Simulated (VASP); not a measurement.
Input:

```
O2Te
1.0
    3.45597     0.00000     0.00000
   -1.72799     2.99296     0.00000
    0.00000     0.00000     4.44843
Te O
1 2
Direct
  0.00000   0.00000   0.00000
  0.33333   0.66667   0.21647
  0.66667   0.33333   0.78353
```

The numbers are results of r2SCAN meta-GGA, VASP's PBE PAW potentials (set 64) (plane waves; VASP), not measurements. Run with 520 eV cut-off, 11×11×8 Γ-centred mesh, tetrahedra with Blöchl corrections, potentials Te O.

Unless said otherwise, spin-orbit coupling is left out, though it shifts the bands of the heavy elements here.

What does the run give for the energy per atom (σ→0), band gap (over mesh and band path) with the smallest direct gap where there is one?

The band gap (over mesh and band path) is none (metal, semimetal or under 0.01 eV) and the energy per atom (σ→0) is -12.958 eV/atom.

The structure was generated: TeO2 was put into the CdI2 type (P-3m1), which need not be its known phase. It was relaxed first, which changed the volume by +10 %.
